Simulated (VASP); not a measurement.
Given:

```
NbC
1.0
    0.00000     2.39931     2.39931
    2.39931     0.00000     2.39931
    2.39931     2.39931     0.00000
Nb C
1 1
Direct
  0.00000   0.00000   0.00000
  0.25000   0.25000   0.25000
```

Calculation: PBEsol GGA, VASP's PBE PAW potentials (set 64) (plane waves; VASP). Settings: 520 eV cut-off, Gaussian smearing of 0.050 eV, potentials Nb_sv C.

### Question
Give the energies of bands 6 to 11 at the high-symmetry points, in eV from the Fermi level.

### Answer

```json
[
 {"band": "6", "Γ": "-4.34", "X": "-5.71", "U": "-4.98", "L": "-3.92", "W": "-4.61"},
 {"band": "7", "Γ": "-4.34", "X": "-1.52", "U": "-2.24", "L": "-3.67", "W": "-2.96"},
 {"band": "8", "Γ": "-4.34", "X": "-1.52", "U": "-1.98", "L": "-3.67", "W": "-1.92"},
 {"band": "9", "Γ": "0.98", "X": "-0.90", "U": "-1.20", "L": "1.75", "W": "-0.79"},
 {"band": "10", "Γ": "0.98", "X": "2.39", "U": "1.44", "L": "1.75", "W": "1.11"},
 {"band": "11", "Γ": "3.21", "X": "3.37", "U": "2.76", "L": "2.27", "W": "2.76"}
]
```

It has no gap at this level: it comes out as a metal or semimetal.

The structure was generated: NbC was put into the zinc blende type (F-43m), which need not be its known phase. It was relaxed first, which changed the volume by -35 %. The electron count is odd and the run is not spin-polarised, which forces a metal.
